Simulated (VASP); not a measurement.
# C₂H₄Br₂: harmonic vibrations of a molecule

C₂H₄Br₂, molecule in box, 8 atoms in the cell. PBE, harmonic vibrations; PAW potentials Br, C, H (PBE set).

## Input

INCAR.step1:
```
SYSTEM = H2CBr
PREC = Accurate
ENCUT = 400
EDIFF = 1E-8
ISMEAR = 0
SIGMA = 0.01
ISYM = 0
LREAL = .FALSE.
LASPH = .TRUE.
NELM = 100
ALGO = Normal
LWAVE = .FALSE.
LCHARG = .FALSE.
IBRION = 2
NSW = 60
ISIF = 2
EDIFFG = -0.002
POTIM = 0.5
```

INCAR.step2, as INCAR.step1 but for:
```
- IBRION = 2
- NSW = 60
- ISIF = 2
- EDIFFG = -0.002
- POTIM = 0.5
+ IBRION = 5
+ NFREE = 2
+ POTIM = 0.015
+ NSW = 1
```

KPOINTS:
```
k-points
0
Gamma
  1 1 1
```

POSCAR.step1:
```
H2CBr
1.0
   13.0000000000      0.0000000000      0.0000000000
    0.0000000000     13.0000000000      0.0000000000
    0.0000000000      0.0000000000     12.0000000000
Br C H
2 2 4
Direct
    0.3579384600      0.5376615400      0.4454708300
    0.5490384600      0.3575153800      0.5469375000
    0.4873538500      0.5684153800      0.5184041700
    0.5714307700      0.4944692300      0.4879208300
    0.5083076900      0.6457153800      0.4913791700
    0.4720076900      0.5686923100      0.6075125000
    0.5795230800      0.4861769200      0.3981541700
    0.6440615400      0.5205615400      0.5235208300
```

Commands (each step's output is kept before the next begins):
```
cat potpaw_PBE.64/Br/POTCAR potpaw_PBE.64/C/POTCAR potpaw_PBE.64/H/POTCAR > POTCAR
cp INCAR.step1 INCAR
cp POSCAR.step1 POSCAR
mpirun -np 8 vasp_gam > vasp.out
cp CONTCAR POSCAR
cp INCAR.step2 INCAR
mpirun -np 8 vasp_gam > vasp.out
```

## Result

- Vibrations (cm⁻¹; a negative value is imaginary): 3090, 3075, 3017, 3010, 1410, 1406, 1254, 1219, 1143, 1078, 1012, 873, 813, 570, 540, 342, 219, 73
- Zero-point energy (eV): 1.497
- Translations and rotations, which should read zero (cm⁻¹): -10, -6, -4, 0, 1, 4
- Vibrational entropy at 298 K (meV/K): 0.389
- Displaced cells: 48
- Ionic steps, all stages: 83
- Electronic steps, all stages: 1299

VASP 6.6.1 took 1941 s on 8 cores (Intel Xeon Platinum 8259CL @ 2.50GHz (Skylake/Cascade Lake)), a shared host.
